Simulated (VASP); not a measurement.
The cell holds one MgSe (rock salt) (110) slab, with vacuum along c, ions free to move until forces fall under 0.03 eV/Å, no reconstruction beyond this cell, dipole correction on. Ionisation potential and electron affinity count from the cell's own band edges, surface states included.

Input:

```
CELL_PARAMETERS angstrom
      3.86344     0.00000     0.00000
      0.00000     5.46372     0.00000
      0.00000     0.00000    26.60054
ATOMIC_POSITIONS crystal
  Mg 0.00000 0.00000 0.33013
  Mg 0.50000 0.50000 0.38131
  Mg 0.00000 0.00000 0.46979
  Mg 0.50000 0.50000 0.53021
  Mg 0.00000 0.00000 0.61869
  Mg 0.50000 0.50000 0.66987
  Se 0.50000 0.00000 0.39279
  Se 0.00000 0.50000 0.31447
  Se 0.50000 0.00000 0.53822
  Se 0.00000 0.50000 0.46178
  Se 0.50000 0.00000 0.68553
  Se 0.00000 0.50000 0.60721
```

Computed with r2SCAN meta-GGA, VASP's PBE PAW potentials (set 64) (plane waves; VASP). Run with 400 eV cut-off, 5×4×1 Γ-centred mesh, Gaussian smearing of 0.050 eV, potentials Mg Se.

Slab and bulk use different k-meshes, so the surface energy is good to a few per cent at best.

The surface energy comes out as 0.81 J/m². The ionisation potential is 5.21 eV, the electron affinity is 3.42 eV and the band gap (on the k-mesh) is 1.79 eV.

The cell is a thin slab with vacuum, built from MgSe (rock salt): (110) face.
